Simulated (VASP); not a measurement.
Given:

```xyz
3
Lattice="0.0000 2.7176 2.7176 2.7176 0.0000 2.7176 2.7176 2.7176 0.0000" Properties=species:S:1:pos:R:3 pbc="T T T"
Ce     0.0000     0.0000     0.0000
O      1.3588     1.3588     1.3588
O      4.0764     4.0764     4.0764
```

All values below come from r2SCAN meta-GGA, VASP's PBE PAW potentials (set 64) (plane waves; VASP 6.6.1). Run with PREC = Normal, EDIFF = 1E-5, 450 eV cut-off, 9×9×9 Γ-centred mesh, Gaussian smearing of 0.050 eV, potentials Ce O.

At this cut-off the stress carries a Pulay error, which pulls relaxed volumes low.

### Question
Estimate the energy per atom (σ→0), pressure.

### Answer

- energy per atom (σ→0): -18.013 eV/atom
- pressure: -1.24 GPa

Only differences to runs with the same potentials and settings are physical.

The compound is CeO2 in the fluorite structure. It was relaxed first. The run is not spin-polarised, so no magnetic state was tried.
